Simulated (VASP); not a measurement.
Method: vdW-DF2, VASP's PBE PAW potentials (set 64) (plane waves; VASP).

VASP input:

File POSCAR:
```
PbO2
1.0
  5.1121156143   0.0000000000   0.0000000000
  0.0000000000   5.1121156143   0.0000000000
  0.0000000000   0.0000000000   3.5172322344
Pb O
2 4
Cartesian
  0.0000000000   0.0000000000   0.0000000000
  2.5560578072   2.5560578072   1.7586161172
  1.5727528511   1.5727528511   0.0000000000
  4.1288106583   0.9833049560   1.7586161172
  0.9833049560   4.1288106583   1.7586161172
  3.5393627632   3.5393627632   0.0000000000
```

**KPOINTS**
```
Regular mesh
0
G
 5 5 6
0 0 0
```

**INCAR**
```
# general
SYSTEM   = PbO2
PREC     = Accurate
ENCUT    = 520
LREAL    = F
LASPH    = T

# electronic loop
EDIFF    = 1E-7
NELM     = 100
ALGO     = Normal
LMAXMIX  = 4

# smearing
ISMEAR   = 0
SIGMA    = 0.05

# functional
GGA      = ML
LUSE_VDW = T
AGGAC    = 0.0
ZAB_VDW  = -1.8867

# ions
IBRION   = 2
NSW      = 30
ISIF     = 4
EDIFFG   = -0.01

# output
LWAVE    = F
LCHARG   = F
```

POTCAR, in this order: Pb_d O (PBE.64 set). Program: vasp_std.

The run wrote:

**OSZICAR**
```
       N       E                     dE             d eps       ncg     rms          rms(c)
DAV:   1     0.704643515853E+03    0.70464E+03   -0.26392E+04  1488   0.199E+03
DAV:   2     0.699921225927E+02   -0.63465E+03   -0.61264E+03  1663   0.543E+02
DAV:   3    -0.229303750810E+02   -0.92922E+02   -0.90988E+02  1956   0.229E+02
DAV:   4    -0.264682218340E+02   -0.35378E+01   -0.35291E+01  1812   0.499E+01
DAV:   5    -0.265928911430E+02   -0.12467E+00   -0.12464E+00  2100   0.866E+00    0.168E+01
DAV:   6    -0.187004614310E+02    0.78924E+01   -0.41776E+01  2282   0.642E+01    0.545E+00
DAV:   7    -0.185923081443E+02    0.10815E+00   -0.27793E+00  1936   0.148E+01    0.279E+00
DAV:   8    -0.185578116578E+02    0.34496E-01   -0.66470E-01  2335   0.702E+00    0.134E+00
DAV:   9    -0.185248047847E+02    0.33007E-01   -0.12983E-01  2448   0.407E+00    0.201E-01
DAV:  10    -0.185261383939E+02   -0.13336E-02   -0.11697E-02  1671   0.620E-01    0.757E-02
DAV:  11    -0.185261474629E+02   -0.90690E-05   -0.24632E-04  2050   0.141E-01    0.293E-02
DAV:  12    -0.185261399743E+02    0.74886E-05   -0.24588E-05  2028   0.408E-02    0.967E-03
DAV:  13    -0.185261392485E+02    0.72573E-06   -0.50964E-06  2189   0.162E-02    0.803E-04
DAV:  14    -0.185261393454E+02   -0.96899E-07   -0.13784E-07  1213   0.632E-03
   1 F= -.18526139E+02 E0= -.18525835E+02  d E =-.185261E+02
       N       E                     dE             d eps       ncg     rms          rms(c)
DAV:   1    -0.185286260762E+02   -0.24868E-02   -0.35035E-01  1488   0.426E+00    0.260E-01
DAV:   2    -0.185281890227E+02    0.43705E-03   -0.14368E-02  1858   0.106E+00    0.159E-01
DAV:   3    -0.185273251772E+02    0.86385E-03   -0.10977E-03  2143   0.426E-01    0.368E-02
DAV:   4    -0.185273206565E+02    0.45207E-05   -0.32604E-04  2205   0.137E-01    0.118E-02
DAV:   5    -0.185273196747E+02    0.98180E-06   -0.27922E-05  1766   0.542E-02    0.369E-03
DAV:   6    -0.185273190993E+02    0.57537E-06   -0.34828E-06  2135   0.187E-02    0.150E-03
DAV:   7    -0.185273190113E+02    0.88005E-07   -0.36639E-07  1528   0.647E-03
   2 F= -.18527319E+02 E0= -.18526989E+02  d E =-.117967E-02
       N       E                     dE             d eps       ncg     rms          rms(c)
DAV:   1    -0.185282079800E+02   -0.88888E-03   -0.17154E-01  1488   0.298E+00    0.181E-01
DAV:   2    -0.185279982917E+02    0.20969E-03   -0.70365E-03  1858   0.742E-01    0.111E-01
DAV:   3    -0.185275756005E+02    0.42269E-03   -0.53792E-04  2130   0.296E-01    0.255E-02
DAV:   4    -0.185275737112E+02    0.18893E-05   -0.15822E-04  2205   0.957E-02    0.823E-03
DAV:   5    -0.185275733591E+02    0.35206E-06   -0.12903E-05  1739   0.364E-02    0.241E-03
DAV:   6    -0.185275731269E+02    0.23223E-06   -0.16036E-06  2102   0.121E-02    0.109E-03
DAV:   7    -0.185275730595E+02    0.67397E-07   -0.13769E-07  1183   0.460E-03
   3 F= -.18527573E+02 E0= -.18527226E+02  d E =-.143371E-02
       N       E                     dE             d eps       ncg     rms          rms(c)
DAV:   1    -0.185275746048E+02   -0.14779E-05   -0.40255E-04  1516   0.144E-01    0.867E-03
DAV:   2    -0.185275741304E+02    0.47433E-06   -0.16443E-05  1874   0.359E-02    0.528E-03
DAV:   3    -0.185275731095E+02    0.10210E-05   -0.11379E-06  1904   0.141E-02    0.127E-03
DAV:   4    -0.185275731190E+02   -0.95934E-08   -0.45693E-07  1638   0.501E-03
   4 F= -.18527573E+02 E0= -.18527225E+02  d E =-.143377E-02
       N       E                     dE             d eps       ncg     rms          rms(c)
DAV:   1    -0.185277262300E+02   -0.15312E-03   -0.20029E-02  1496   0.105E+00    0.688E-02
DAV:   2    -0.185276841194E+02    0.42111E-04   -0.51787E-04  2349   0.231E-01    0.420E-02
DAV:   3    -0.185276423736E+02    0.41746E-04   -0.45325E-05  2238   0.842E-02    0.564E-03
DAV:   4    -0.185276426316E+02   -0.25800E-06   -0.87783E-06  2239   0.220E-02    0.147E-03
DAV:   5    -0.185276427417E+02   -0.11011E-06   -0.13187E-07  1176   0.445E-03    0.601E-04
DAV:   6    -0.185276427765E+02   -0.34807E-07   -0.45674E-08   919   0.233E-03
   5 F= -.18527643E+02 E0= -.18527295E+02  d E =-.696574E-04
```

**OUTCAR**
```
------------------------ aborting loop because EDIFF is reached ----------------------------------------
  FORCE on cell =-STRESS in cart. coord.  units (eV):
  Direction    XX          YY          ZZ          XY          YZ          ZX
  --------------------------------------------------------------------------------------
  Total        1.8412538      1.8412538      1.8726097     -0.0000000      0.0000000      0.0000000
  in kB       32.0938531     32.0938531     32.6403998     -0.0000000      0.0000000      0.0000000
  external PRESSURE =      32.2760353 kB  Pullay stress =       0.0000000 kB
  volume of cell :       91.92
      direct lattice vectors                 reciprocal lattice vectors
     5.099978269  0.000000000  0.000000000     0.196079267  0.000000000  0.000000000
    -0.000000000  5.099978269  0.000000000    -0.000000000  0.196079267  0.000000000
     0.000000000  0.000000000  3.533993349     0.000000000  0.000000000  0.282966011
 POSITION                                       TOTAL-FORCE (eV/Angst)
 -----------------------------------------------------------------------------------
     -0.00000      0.00000      0.00000         0.000000      0.000000      0.000000
      2.54999      2.54999      1.76700         0.000000      0.000000      0.000000
      1.56626      1.56626      0.00000         0.005770      0.005770     -0.000000
      4.11625      0.98372      1.76700         0.005770     -0.005770      0.000000
      0.98372      4.11625      1.76700        -0.005770      0.005770      0.000000
      3.53371      3.53371      0.00000        -0.005770     -0.005770      0.000000
 -----------------------------------------------------------------------------------
    total drift:                               -0.000000      0.000000     -0.000000
  FREE ENERGIE OF THE ION-ELECTRON SYSTEM (eV)
  ---------------------------------------------------
  free  energy   TOTEN  =       -18.5276427765 eV

  energy  without entropy=      -18.5269477109  energy(sigma->0) =      -18.52729524

 reached required accuracy - stopping structural energy minimisation
```
(Selected blocks of OUTCAR.)

File CONTCAR:
```
PbO2
   1.00000000000000
     5.0999782691871971    0.0000000000000000    0.0000000000000000
    -0.0000000000000000    5.0999782691871971    0.0000000000000000
     0.0000000000000000    0.0000000000000000    3.5339933489089534
  Pb              O
     2     4
Direct
     0.0000000000000000    0.0000000000000000    0.0000000000000000
     0.5000000000000000    0.5000000000000000    0.5000000000000000
     0.3071120472014271    0.3071120472014271    0.0000000000000000
     0.8071120472014270    0.1928879527985730    0.5000000000000000
     0.1928879527985730    0.8071120472014270    0.5000000000000000
     0.6928879527985730    0.6928879527985730    0.0000000000000000
```

The compound is PbO2 in the rutile structure. This cell is one point of a volume scan, at 0.97 of the reference volume. Symmetry was kept, so distortions that lower it aren't found.
